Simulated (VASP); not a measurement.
A convergence study with VASP on CdSe (zinc blende): one setting is varied, all else stays as given below, so the limit is that of these other settings. Each run relaxes cell and ions from the cell shown. The basis is that of the starting cell, so low cut-offs carry a Pulay error.

```xyz
2
Lattice="0.0000 3.0250 3.0250 3.0250 0.0000 3.0250 3.0250 3.0250 0.0000" Properties=species:S:1:pos:R:3 pbc="T T T"
Cd     0.0000     0.0000     0.0000
Se     1.5125     1.5125     1.5125
```

Method: PBE GGA, VASP's PBE PAW potentials (set 64) (plane waves; VASP 6.6.1). The tightest run used: 700 eV cut-off, 7×7×7 Γ-centred mesh, Gaussian smearing of 0.050 eV, potentials Cd Se.

Gaps are read on the run's mesh, which can miss a band edge.

```
setting      relaxed volume (Å³/atom)  E (eV/atom)  gap on the mesh (eV)  plane waves
-----------  ------------------------  -----------  --------------------  -----------
ENCUT = 200                    23.297      -2.9623                 0.988          363
ENCUT = 250                    27.493      -2.7100                 0.657          531
ENCUT = 300                    29.729      -2.7458                 0.487          663
ENCUT = 350                    29.744      -2.7430                 0.487          869
ENCUT = 400                    29.616      -2.7424                 0.499         1014
```

Q: These are the cheaper rows. Estimate the results at ENCUT = 700, and how far the last row shown lies from them.

A: 
```tsv
quantity	tightest run	last row shown is off by
relaxed volume (Å³/atom)	29.870	-0.254
E (eV/atom)	-2.7488	0.0065
gap on the mesh (eV)	0.483	0.015
```

Left out are rungs that failed or repeat a setting and relaxations that didn't move; long series are thinned to 24 rows.

The compound is CdSe in the zinc blende structure, whereas wurtzite is the usual form.
